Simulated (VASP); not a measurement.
# Be2Ag: single point with LDA

Crystal: Be2Ag.

```xyz
6
Lattice="-0.0219 3.1198 3.1554 3.1254 -0.0377 3.1712 3.1904 3.2005 -0.1026" Properties=species:S:1:pos:R:3 pbc="T T T"
Ag    6.3032    3.1950    3.1049
Ag    1.5260    1.5812    1.5421
Be    3.9401    3.8961    3.9073
Be    3.9016    2.3616    2.3313
Be    2.3327    2.3337    3.9374
Be    2.3314    3.9350    2.3175
```

The cell was built by a generator and needn't be a form met in nature.

| Quantity | Value |
| --- | --- |
| Program | VASP 6.6.1 |
| Task | single point |
| Functional | LDA |
| Potentials or basis | VASP PAW LDA potentials, release 64 (Ag, Be) |
| Cutoff | 520 eV |
| k mesh | 5 × 5 × 5 |
| Occupations | gaussian, width 0.2394 eV |
| Spin | no spin polarisation |
| Dipole correction | no |
| Further INCAR settings | ALGO = Fast; EDIFF = 1e-07; NBANDS = 24 |

```yaml
Pressure: -5.5 GPa
Largest_force: 0.578 eV/Å
Band_gap_on_the_k_mesh: none (metal or under the smearing width)
```

Forces in eV/Å, atoms in the order of the input:
```
Ag  -0.347 -0.381 -0.262
Ag   0.426  0.179  0.259
Be  -0.167  0.191 -0.077
Be   0.143 -0.024 -0.153
Be  -0.196 -0.059  0.163
Be   0.141  0.095  0.070
```

Stress tensor (GPa, compression positive):
```
-4.68 -0.55  2.78
-0.55 -5.12  3.80
 2.78  3.80 -6.68
```

Levels at points of the mesh, in eV from the Fermi level:
```
           k point  band 11  band 12  band 13  band 14  band 15  band 16  band 17  band 18  band 19  band 20
(0.00, 0.00, 0.00)    -4.65    -3.51    -0.04     0.24     0.58     2.25     3.09     3.33     3.38     4.04
```

Run time: 83 s on 1 thread of Intel(R) Xeon(R) Platinum 8488C (Sapphire Rapids), with other jobs on the host, peak memory 0.22 GiB.
